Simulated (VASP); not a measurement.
Calculation: PBE GGA, VASP's PBE PAW potentials (set 64) (plane waves; VASP 6.6.1).

A VASP calculation is set up with these files.

### KPOINTS
```
Automatic mesh
0
G
 6 6 5
```

File POSCAR:
```
Se
1
    2.1850000000    -3.7845310000     0.0000000000
    2.1850000000     3.7845310000     0.0000000000
    0.0000000000     0.0000000000     4.9500000000
Se
3
Direct
  0.0000000000   0.2250000000   0.6666670000
  0.7750000000   0.7750000000   0.0000000000
  0.2250000000   0.0000000000   0.3333330000
```

INCAR:
```
NELM=100
LASPH=.TRUE.   # aspherical one-centre terms
ISIF=2
EDIFF=1E-6   # SCF stop (eV)
SIGMA=0.05
LCHARG=.FALSE.
LREAL=.FALSE.
GGA=PE   # PBE
ISMEAR=0   # Gaussian
LMAXMIX=4   # l cut-off of mixed one-centre charges
PREC=Accurate
BMIX=3.0
ENCUT=400   # plane-wave cut-off (eV)
AMIX=0.1
SYSTEM=Se
LWAVE=.FALSE.
ALGO=Normal
IMIX=1
```

POTCAR, in this order: Se (PBE.64 set). Program: vasp_std.

The resulting files:

**OSZICAR**
```
...
DAV:  12    -0.104936376990E+02    0.48254E-02   -0.34023E-04   787   0.133E-01    0.354E+00
DAV:  13    -0.104894584232E+02    0.41793E-02   -0.29277E-04   757   0.124E-01    0.321E+00
DAV:  14    -0.104858486061E+02    0.36098E-02   -0.25374E-04   777   0.115E-01    0.291E+00
DAV:  15    -0.104827390376E+02    0.31096E-02   -0.21866E-04   747   0.107E-01    0.264E+00
DAV:  16    -0.104800676354E+02    0.26714E-02   -0.18982E-04   782   0.998E-02    0.240E+00
DAV:  17    -0.104777789481E+02    0.22887E-02   -0.16374E-04   737   0.931E-02    0.218E+00
DAV:  18    -0.104758237019E+02    0.19552E-02   -0.14244E-04   782   0.868E-02    0.198E+00
DAV:  19    -0.104741582687E+02    0.16654E-02   -0.12306E-04   747   0.810E-02    0.180E+00
DAV:  20    -0.104727441477E+02    0.14141E-02   -0.10720E-04   772   0.756E-02    0.164E+00
DAV:  21    -0.104715474891E+02    0.11967E-02   -0.92851E-05   747   0.707E-02    0.149E+00
DAV:  22    -0.104705385923E+02    0.10089E-02   -0.81027E-05   782   0.660E-02    0.136E+00
DAV:  23    -0.104696914769E+02    0.84712E-03   -0.70295E-05   737   0.618E-02    0.123E+00
DAV:  24    -0.104689834605E+02    0.70802E-03   -0.61515E-05   777   0.578E-02    0.112E+00
DAV:  25    -0.104683947939E+02    0.58867E-03   -0.53485E-05   747   0.542E-02    0.103E+00
DAV:  26    -0.104679082985E+02    0.48650E-03   -0.46897E-05   772   0.507E-02    0.936E-01
DAV:  27    -0.104675090776E+02    0.39922E-03   -0.40893E-05   742   0.476E-02    0.855E-01
DAV:  28    -0.104671842217E+02    0.32486E-03   -0.35952E-05   782   0.446E-02    0.782E-01
DAV:  29    -0.104669225745E+02    0.26165E-03   -0.31433E-05   742   0.419E-02    0.715E-01
DAV:  30    -0.104667145007E+02    0.20807E-03   -0.27717E-05   782   0.394E-02    0.654E-01
DAV:  31    -0.104665517023E+02    0.16280E-03   -0.24307E-05   747   0.371E-02    0.600E-01
DAV:  32    -0.104664270358E+02    0.12467E-03   -0.21498E-05   787   0.348E-02    0.550E-01
DAV:  33    -0.104663343689E+02    0.92667E-04   -0.18913E-05   752   0.328E-02    0.505E-01
DAV:  34    -0.104662684422E+02    0.65927E-04   -0.16782E-05   777   0.309E-02    0.464E-01
DAV:  35    -0.104662247570E+02    0.43685E-04   -0.14821E-05   772   0.292E-02    0.427E-01
DAV:  36    -0.104661994660E+02    0.25291E-04   -0.13187E-05   772   0.275E-02    0.393E-01
DAV:  37    -0.104661892924E+02    0.10174E-04   -0.11693E-05   752   0.260E-02    0.362E-01
DAV:  38    -0.104661914477E+02   -0.21553E-05   -0.10441E-05   752   0.246E-02    0.334E-01
DAV:  39    -0.104662035649E+02   -0.12117E-04   -0.92869E-06   732   0.233E-02    0.309E-01
DAV:  40    -0.104662236384E+02   -0.20073E-04   -0.83211E-06   737   0.220E-02    0.286E-01
DAV:  41    -0.104662499772E+02   -0.26339E-04   -0.74372E-06   747   0.208E-02    0.265E-01
DAV:  42    -0.104662811540E+02   -0.31177E-04   -0.66766E-06   722   0.198E-02    0.245E-01
DAV:  43    -0.104663159745E+02   -0.34821E-04   -0.60009E-06   732   0.187E-02    0.228E-01
DAV:  44    -0.104663534390E+02   -0.37465E-04   -0.54016E-06   742   0.178E-02    0.212E-01
DAV:  45    -0.104663927158E+02   -0.39277E-04   -0.48721E-06   722   0.169E-02    0.197E-01
DAV:  46    -0.104664331166E+02   -0.40401E-04   -0.44052E-06   737   0.161E-02    0.183E-01
DAV:  47    -0.104664740750E+02   -0.40958E-04   -0.39852E-06   727   0.153E-02    0.171E-01
DAV:  48    -0.104665151271E+02   -0.41052E-04   -0.36151E-06   722   0.146E-02    0.160E-01
DAV:  49    -0.104665558986E+02   -0.40772E-04   -0.32845E-06   732   0.139E-02    0.149E-01
DAV:  50    -0.104665960883E+02   -0.40190E-04   -0.29888E-06   727   0.132E-02    0.140E-01
DAV:  51    -0.104666354546E+02   -0.39366E-04   -0.26902E-06   700   0.126E-02    0.131E-01
DAV:  52    -0.104666738067E+02   -0.38352E-04   -0.25070E-06   642   0.123E-02    0.123E-01
DAV:  53    -0.104667110072E+02   -0.37200E-04   -0.24246E-06   607   0.121E-02    0.115E-01
DAV:  54    -0.104667469570E+02   -0.35950E-04   -0.22155E-06   599   0.117E-02    0.108E-01
DAV:  55    -0.104667815871E+02   -0.34630E-04   -0.20258E-06   538   0.113E-02    0.102E-01
DAV:  56    -0.104668148604E+02   -0.33273E-04   -0.18414E-06   514   0.108E-02    0.962E-02
DAV:  57    -0.104668467488E+02   -0.31888E-04   -0.16427E-06   511   0.102E-02    0.907E-02
DAV:  58    -0.104668772352E+02   -0.30486E-04   -0.14949E-06   496   0.968E-03    0.856E-02
DAV:  59    -0.104669063216E+02   -0.29086E-04   -0.13695E-06   516   0.924E-03    0.809E-02
DAV:  60    -0.104669340224E+02   -0.27701E-04   -0.12625E-06   491   0.886E-03    0.765E-02
DAV:  61    -0.104669603625E+02   -0.26340E-04   -0.11674E-06   521   0.850E-03    0.724E-02
DAV:  62    -0.104669853744E+02   -0.25012E-04   -0.10792E-06   486   0.815E-03    0.686E-02
DAV:  63    -0.104670090954E+02   -0.23721E-04   -0.10001E-06   506   0.783E-03    0.650E-02
DAV:  64    -0.104670315672E+02   -0.22472E-04   -0.92640E-07   496   0.752E-03    0.617E-02
DAV:  65    -0.104670528345E+02   -0.21267E-04   -0.85996E-07   506   0.722E-03    0.585E-02
DAV:  66    -0.104670729437E+02   -0.20109E-04   -0.79801E-07   481   0.694E-03    0.556E-02
DAV:  67    -0.104670919425E+02   -0.18999E-04   -0.74179E-07   511   0.667E-03    0.529E-02
DAV:  68    -0.104671098790E+02   -0.17937E-04   -0.68931E-07   486   0.641E-03    0.503E-02
DAV:  69    -0.104671268015E+02   -0.16922E-04   -0.64114E-07   496   0.616E-03    0.479E-02
DAV:  70    -0.104671427575E+02   -0.15956E-04   -0.59670E-07   491   0.593E-03    0.456E-02
DAV:  71    -0.104671577942E+02   -0.15037E-04   -0.55547E-07   506   0.570E-03    0.435E-02
DAV:  72    -0.104671719573E+02   -0.14163E-04   -0.51705E-07   476   0.548E-03    0.415E-02
DAV:  73    -0.104671852917E+02   -0.13334E-04   -0.48255E-07   501   0.527E-03    0.396E-02
DAV:  74    -0.104671978407E+02   -0.12549E-04   -0.44930E-07   491   0.507E-03    0.378E-02
DAV:  75    -0.104672096460E+02   -0.11805E-04   -0.41882E-07   491   0.488E-03    0.361E-02
DAV:  76    -0.104672207478E+02   -0.11102E-04   -0.39095E-07   486   0.470E-03    0.345E-02
DAV:  77    -0.104672311848E+02   -0.10437E-04   -0.36367E-07   441   0.453E-03    0.330E-02
DAV:  78    -0.104672409937E+02   -0.98089E-05   -0.34368E-07   461   0.436E-03    0.315E-02
DAV:  79    -0.104672502102E+02   -0.92165E-05   -0.31824E-07   416   0.420E-03    0.302E-02
DAV:  80    -0.104672588677E+02   -0.86576E-05   -0.30036E-07   471   0.405E-03    0.289E-02
DAV:  81    -0.104672669987E+02   -0.81310E-05   -0.27821E-07   416   0.390E-03    0.277E-02
DAV:  82    -0.104672746332E+02   -0.76345E-05   -0.26196E-07   401   0.377E-03    0.265E-02
DAV:  83    -0.104672818006E+02   -0.71674E-05   -0.24379E-07   406   0.362E-03    0.254E-02
DAV:  84    -0.104672885280E+02   -0.67273E-05   -0.22831E-07   391   0.349E-03    0.244E-02
DAV:  85    -0.104672948416E+02   -0.63136E-05   -0.21299E-07   386   0.336E-03    0.234E-02
DAV:  86    -0.104673007659E+02   -0.59243E-05   -0.19913E-07   381   0.324E-03    0.224E-02
DAV:  87    -0.104673063241E+02   -0.55582E-05   -0.18591E-07   371   0.312E-03    0.215E-02
DAV:  88    -0.104673115380E+02   -0.52139E-05   -0.17413E-07   366   0.301E-03    0.207E-02
DAV:  89    -0.104673164286E+02   -0.48906E-05   -0.16283E-07   366   0.290E-03    0.198E-02
DAV:  90    -0.104673210153E+02   -0.45867E-05   -0.15252E-07   381   0.280E-03    0.191E-02
DAV:  91    -0.104673253165E+02   -0.43012E-05   -0.14252E-07   381   0.270E-03    0.183E-02
DAV:  92    -0.104673293495E+02   -0.40330E-05   -0.13352E-07   356   0.261E-03    0.176E-02
DAV:  93    -0.104673331308E+02   -0.37813E-05   -0.12515E-07   361   0.252E-03    0.169E-02
DAV:  94    -0.104673366757E+02   -0.35449E-05   -0.11705E-07   351   0.243E-03    0.163E-02
DAV:  95    -0.104673399987E+02   -0.33230E-05   -0.10968E-07   361   0.235E-03    0.156E-02
DAV:  96    -0.104673431135E+02   -0.31149E-05   -0.10283E-07   381   0.227E-03    0.151E-02
DAV:  97    -0.104673460328E+02   -0.29193E-05   -0.96107E-08   351   0.219E-03    0.145E-02
DAV:  98    -0.104673487688E+02   -0.27360E-05   -0.90220E-08   366   0.212E-03    0.139E-02
DAV:  99    -0.104673513328E+02   -0.25640E-05   -0.84419E-08   356   0.204E-03    0.134E-02
DAV: 100    -0.104673537354E+02   -0.24026E-05   -0.79202E-08   356   0.198E-03
   1 F= -.10467354E+02 E0= -.10467354E+02  d E =-.823897E-17
```

File OUTCAR:
```
------------------------ aborting loop EDIFF was not reached (unconverged)  ----------------------------
  FORCE on cell =-STRESS in cart. coord.  units (eV):
  Direction    XX          YY          ZZ          XY          YZ          ZX
  --------------------------------------------------------------------------------------
  Total        1.2317430      1.2317430      2.1746573      0.0000000      0.0000000      0.0000000
  in kB       24.1063797     24.1063795     42.5601074      0.0000000      0.0000000      0.0000000
  external PRESSURE =      30.2576222 kB  Pullay stress =       0.0000000 kB
  volume of cell :       81.87
      direct lattice vectors                 reciprocal lattice vectors
     2.185000000 -3.784531000  0.000000000     0.228832952 -0.132116767  0.000000000
     2.185000000  3.784531000  0.000000000     0.228832952  0.132116767  0.000000000
     0.000000000  0.000000000  4.950000000     0.000000000  0.000000000  0.202020202
 POSITION                                       TOTAL-FORCE (eV/Angst)
 -----------------------------------------------------------------------------------
      0.49163      0.85152      3.30000         0.227116      0.393377      0.000000
      3.38675      0.00000      0.00000        -0.454233      0.000000      0.000000
      0.49163     -0.85152      1.65000         0.227116     -0.393377     -0.000000
 -----------------------------------------------------------------------------------
    total drift:                               -0.000206     -0.000440      0.000007
  FREE ENERGIE OF THE ION-ELECTRON SYSTEM (eV)
  ---------------------------------------------------
  free  energy   TOTEN  =       -10.4673537354 eV

  energy  without entropy=      -10.4673537354  energy(sigma->0) =      -10.46735374
```
(Selected blocks of OUTCAR.)

### stdout
```
...
DAV:  81    -0.104672669987E+02   -0.81310E-05   -0.27821E-07   416   0.390E-03    0.277E-02
DAV:  82    -0.104672746332E+02   -0.76345E-05   -0.26196E-07   401   0.377E-03    0.265E-02
DAV:  83    -0.104672818006E+02   -0.71674E-05   -0.24379E-07   406   0.362E-03    0.254E-02
DAV:  84    -0.104672885280E+02   -0.67273E-05   -0.22831E-07   391   0.349E-03    0.244E-02
DAV:  85    -0.104672948416E+02   -0.63136E-05   -0.21299E-07   386   0.336E-03    0.234E-02
DAV:  86    -0.104673007659E+02   -0.59243E-05   -0.19913E-07   381   0.324E-03    0.224E-02
DAV:  87    -0.104673063241E+02   -0.55582E-05   -0.18591E-07   371   0.312E-03    0.215E-02
DAV:  88    -0.104673115380E+02   -0.52139E-05   -0.17413E-07   366   0.301E-03    0.207E-02
DAV:  89    -0.104673164286E+02   -0.48906E-05   -0.16283E-07   366   0.290E-03    0.198E-02
DAV:  90    -0.104673210153E+02   -0.45867E-05   -0.15252E-07   381   0.280E-03    0.191E-02
DAV:  91    -0.104673253165E+02   -0.43012E-05   -0.14252E-07   381   0.270E-03    0.183E-02
DAV:  92    -0.104673293495E+02   -0.40330E-05   -0.13352E-07   356   0.261E-03    0.176E-02
DAV:  93    -0.104673331308E+02   -0.37813E-05   -0.12515E-07   361   0.252E-03    0.169E-02
DAV:  94    -0.104673366757E+02   -0.35449E-05   -0.11705E-07   351   0.243E-03    0.163E-02
DAV:  95    -0.104673399987E+02   -0.33230E-05   -0.10968E-07   361   0.235E-03    0.156E-02
DAV:  96    -0.104673431135E+02   -0.31149E-05   -0.10283E-07   381   0.227E-03    0.151E-02
DAV:  97    -0.104673460328E+02   -0.29193E-05   -0.96107E-08   351   0.219E-03    0.145E-02
DAV:  98    -0.104673487688E+02   -0.27360E-05   -0.90220E-08   366   0.212E-03    0.139E-02
DAV:  99    -0.104673513328E+02   -0.25640E-05   -0.84419E-08   356   0.204E-03    0.134E-02
DAV: 100    -0.104673537354E+02   -0.24026E-05   -0.79202E-08   356   0.198E-03

 -----------------------------------------------------------------------------
|                                                                             |
|           W    W    AA    RRRRR   N    N  II  N    N   GGGG   !!!           |
|           W    W   A  A   R    R  NN   N  II  NN   N  G    G  !!!           |
|           W    W  A    A  R    R  N N  N  II  N N  N  G       !!!           |
|           W WW W  AAAAAA  RRRRR   N  N N  II  N  N N  G  GGG   !            |
|           WW  WW  A    A  R   R   N   NN  II  N   NN  G    G                |
|           W    W  A    A  R    R  N    N  II  N    N   GGGG   !!!           |
|                                                                             |
|     The electronic self-consistency was not achieved in the given           |
|     number of steps (NELM). The forces and other quantities evaluated       |
|     might not be reliable so examine the results carefully. If you find     |
|     spurious results, we suggest increasing NELM, if you were close to      |
|     convergence or switching to a different ALGO or adjusting the           |
|     density mixing parameters otherwise.                                    |
|                                                                             |
 -----------------------------------------------------------------------------

   1 F= -.10467354E+02 E0= -.10467354E+02  d E =-.823897E-17
```

Convergence was not reached.

The compound is Se in the trig structure. The cell was not relaxed at this level. The run is one of a series of settings (AMIX = 0.1, BMIX = 3.0, IMIX = 1 against the base run), some of them coarse on purpose.
